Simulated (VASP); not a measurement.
BiB (strained wurtzite), PBE single-point calculation: VASP's output and Ansatz's

POSCAR

```
B  Bi
 1.0000000000000000
     3.8655765072000001   -0.0773115301000000    0.0000000000000000
    -1.9997420026999999    3.3863432206000001    0.0000000000000000
     0.0000000000000000    0.0000000000000000    6.3754468406999996
 B   Bi
   2   2
Cartesian
 -0.0371928357115621  2.2309498706337410  0.0014661972530878
  1.9030273402115618  1.0780818198662592  3.1891896176030876
 -0.0288815698919747  2.2333547048121702  2.3893263680094119
  1.8947160743919749  1.0756769856878301  5.5770497883594121
```

VASP ran with the recommended PBE PAW datasets (36 valence electrons in the cell).

From OUTCAR

```
k-points           NKPTS =    102   k-points in BZ     NKDIM =    102   number of bands    NBANDS=     26

   NELECT =      36.0000    total number of electrons

   dimension x,y,z NGX =    30 NGY =   30 NGZ =   48
   dimension x,y,z NGXF=    60 NGYF=   60 NGZF=   96

  energy-cutoff  :      520.00
  volume of cell :       82.47
      direct lattice vectors                 reciprocal lattice vectors
     3.865576507 -0.077311530  0.000000000     0.261785476  0.154592544  0.000000000
    -1.999742003  3.386343221  0.000000000     0.005976664  0.298833202  0.000000000
     0.000000000  0.000000000  6.375446841     0.000000000  0.000000000  0.156851751

 k-points in reciprocal lattice and weights: KPOINTS created by Atomic Simulation Env
   0.00000000  0.00000000  0.00000000       0.004
   0.12500000  0.00000000  0.00000000       0.008
   0.25000000  0.00000000  0.00000000       0.008
   0.37500000  0.00000000  0.00000000       0.008
   0.50000000  0.00000000  0.00000000       0.004
   0.00000000  0.12500000  0.00000000       0.008
   0.12500000  0.12500000  0.00000000       0.008
   0.25000000  0.12500000  0.00000000       0.008
   ...

 E-fermi :   7.3597

 k-point     1 :       0.0000    0.0000    0.0000
  band No.  band energies     occupation
      1     -15.9708      2.00000
      2     -15.9698      2.00000
      3     -15.9603      2.00000
      4     -15.9514      2.00000
      5     -15.9502      2.00000
      6     -15.9410      2.00000
      7     -15.8978      2.00000
      8     -15.8972      2.00000
      9     -15.8643      2.00000
     10     -15.8607      2.00000
     11      -6.9975      2.00000
     12      -4.9634      2.00000
     13      -0.5225      2.00000
     14       5.3925      2.00000
     15       5.7110      2.00000
     16       7.0394      2.00000
     17       7.1218      1.99999
     18       7.3085      1.85637
     19       7.4120      0.13604
     20       7.5827      0.00003
     21       9.7421      0.00000
     22       9.9490      0.00000
     23      10.2152      0.00000
     24      12.0225      0.00000
     25      12.2172      0.00000
     26      13.1724      0.00000

 k-point     2 :       0.1250    0.0000    0.0000
  band No.  band energies     occupation
      1     -15.9675      2.00000
      2     -15.9637      2.00000
      3     -15.9570      2.00000
      4     -15.9532      2.00000
      5     -15.9405      2.00000
      6     -15.9358      2.00000
      7     -15.9007      2.00000
      8     -15.8964      2.00000
      9     -15.8688      2.00000
     10     -15.8596      2.00000
     11      -6.8099      2.00000
     12      -4.8073      2.00000
     13      -0.3974      2.00000
     14       4.2566      2.00000
     15       5.0199      2.00000
     16       5.6120      2.00000
     17       6.7016      2.00000
     18       6.7864      2.00000
     19       8.0928      0.00000
     20       8.4987      0.00000
     21       9.8256      0.00000
     22      10.2285      0.00000
     23      10.5967      0.00000
     24      12.1411      0.00000
     25      12.6386      0.00000
     26      13.7702      0.00000

 k-point     3 :       0.2500    0.0000    0.0000
  band No.  band energies     occupation
      1     -15.9759      2.00000
      2     -15.9629      2.00000
      3     -15.9445      2.00000
      4     -15.9438      2.00000
      5     -15.9222      2.00000
      6     -15.9173      2.00000
      7     -15.9055      2.00000
      8     -15.8873      2.00000
      9     -15.8789      2.00000
     10     -15.8563      2.00000
     11      -6.2655      2.00000
     12      -4.3878      2.00000
     13      -0.1747      2.00000
     14       2.5269      2.00000
     15       3.4707      2.00000
     16       4.2788      2.00000
     17       5.8028      2.00000
     18       6.0881      2.00000
     19       7.9888      0.00000
     20       8.8087      0.00000
     21      10.5987      0.00000
     22      10.6695      0.00000
     23      10.9870      0.00000
     24      12.9662      0.00000
     25      13.6172      0.00000
     26      13.7882      0.00000

 ...

  Total        0.7149370      0.8092168      0.4968465      1.3615812      0.0000000      0.0000000
  in kB       13.8893624     15.7209722      9.6524324     26.4519736      0.0000000      0.0000000
  external PRESSURE =      13.0875890 kB  Pullay stress =       0.0000000 kB

 POSITION                                       TOTAL-FORCE (eV/Angst)
 -----------------------------------------------------------------------------------
     -0.03719      2.23095      0.00147         0.017520      0.000904     -0.001691
      1.90303      1.07808      3.18919        -0.017520     -0.000904     -0.001691
     -0.02888      2.23335      2.38933         0.016485     -0.000308      0.001691
      1.89472      1.07568      5.57705        -0.016485      0.000308      0.001691
 -----------------------------------------------------------------------------------
    total drift:                               -0.000000     -0.000000      0.000154

  FREE ENERGIE OF THE ION-ELECTRON SYSTEM (eV)
  ---------------------------------------------------
  free  energy   TOTEN  =       -17.9198814416 eV

  energy  without entropy=      -17.9197976796  energy(sigma->0) =      -17.91983956
```

Datasets and cutoffs are each program's own. VASP's cell holds 36 valence electrons and Ansatz's 36. Ansatz's stress includes a Pulay correction; VASP's doesn't.

Question: What does Ansatz give for the same cell and level of theory?

Answer: gap between bands v and c 0.10 eV; least direct gap 0.10 eV; pressure 1.4 GPa; largest force 0.02 eV/Å.

Ansatz printed

```
SCF 1 converged in 6 iterations: F = -25101.677326 eV  dr2 = 8.50e-9
  greatest PAW one-centre occupation: 0.987 electrons in one spin orbital (limit 2), on the Bi atom at site 3 (counted from 0), in its partial waves of l = 2
NSCF: frozen V_eff on 6 k-points
SCF converged after 6 iterations
Free energy (F): -25101.677326 eV
Harris-Foulkes:  -25101.677326 eV  (|F-HF|=1.18e-9)
Internal energy: -25101.677235 eV  (E = F + TS)
E sigma→0 (E₀):  -25101.677281 eV
Entropy (-TS):   -0.000091 eV (-0.023 meV/atom)
Fermi energy:    10.798299 eV
--- Per-component energies (eV) ---
  E_band       = -177.396078
  E_kinetic    = 696.410372
  E_local      = -3100.158481  (includes V_loc(G=0)·N_el)
  E_nonlocal   = 1144.638905
  E_hartree    = 1011.448293
  E_xc         = -361.567284
  E_vxc        = -358.664181  (∫ρ·V_xc dr)
  E_paw        = -21487.805914  (= ΣΔE_a)
  E_vpaw       = -582.518447  (= ΣTr[D̂ρ^β])
  E_aug_tail   = -0.000879  (compensation charges beyond the density's cutoff)
  E_ewald      = -3004.642247
  E_smearing   = -0.000091  (= −TS)
  E_closure    = 0.000000  (closes the sum)
  Σ components = -25101.677326   (vs F -25101.677326, Δ=0.00e0)
--- Forces (eV/Å), atoms counted from 1 ---
  atom   1  B      0.01851066     0.00093044    -0.00075037
  atom   2  B     -0.01851066    -0.00093044    -0.00075037
  atom   3  Bi     0.01723755    -0.00045784     0.00075581
  atom   4  Bi    -0.01723755     0.00045784     0.00075581
  max |Σ_I F_I| component: 1.09e-5 eV/Å
--- Stress (GPa, compression-positive) ---
        1.441998       2.646893       0.000000
        2.646893       1.622724       0.000000
        0.000000       0.000000       1.017268
  P = ⅓ Tr σ = 1.3607 GPa (13.607 kbar)
--- Band table (eV; the first three rows and the last of 102) ---
  k-point 0: bands = ["-12.5452", "-12.5441", "-12.5354", "-12.5274", "-12.5256", "-12.5169", "-12.4724", "-12.4713", "-12.4379", "-12.4357", "-3.5499", "-1.5120", "2.9159", "8.8297", "9.1477", "10.4758", "10.5578", "10.7500", "10.8475", "11.0287", "13.1799", "13.3880", "13.6538"]
  k-point 1: bands = ["-12.5444", "-12.5438", "-12.5352", "-12.5282", "-12.5272", "-12.5196", "-12.4659", "-12.4651", "-12.4418", "-12.4402", "-3.3518", "-1.9898", "3.8251", "8.3332", "9.0200", "9.3336", "10.1886", "10.4822", "10.9285", "11.9914", "13.5428", "13.7538", "13.8713"]
  k-point 2: bands = ["-12.5434", "-12.5434", "-12.5330", "-12.5330", "-12.5246", "-12.5246", "-12.4524", "-12.4524", "-12.4521", "-12.4521", "-2.7843", "-2.7843", "5.8693", "5.8693", "9.5270", "9.5270", "9.8325", "9.8325", "11.4311", "11.4311", "14.2881", "14.2881", "14.5013"]
  k-point 101: bands = ["-12.5649", "-12.5649", "-12.5048", "-12.5048", "-12.4867", "-12.4867", "-12.4503", "-12.4503", "-12.4378", "-12.4378", "-1.1485", "-1.1485", "2.8783", "2.8783", "7.8265", "7.8265", "8.1634", "8.1634", "11.4676", "11.4676", "13.1244", "13.1244", "17.0068"]
```
